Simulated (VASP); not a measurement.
Here is the system:

```xyz
2
Lattice="0.0000 3.3255 3.2637 3.3835 0.0000 3.2637 3.3835 3.3255 0.0000" Properties=species:S:1:pos:R:3 pbc="T T T"
Sr     0.0000     0.0000     0.0000
Te     3.4701     3.3255     3.2637
```

Calculation: PBE GGA, VASP's PBE PAW potentials (set 64) (plane waves; VASP 6.6.1). Numerical set-up: 400 eV cut-off, 2×2×2 Γ-centred mesh, Gaussian smearing of 0.050 eV, potentials Sr_sv Te.

Question: Estimate the energy per atom (σ→0), pressure.

Answer: 
```yaml
energy per atom (σ→0): -3.813 eV/atom
pressure: 3.54 GPa
```

The absolute energy has meaning only against runs of the same code, potentials and settings.

The compound is SrTe in the rock salt structure. The cell was not relaxed at this level, atoms are displaced from their ideal sites. The k-mesh is coarse (spacing up to 0.82 per Å, 2π included), so the numbers may not be converged in it. The run is one of a series of settings (KPOINTS 2×2×2 Γ-centred mesh against the base run), some of them coarse on purpose.
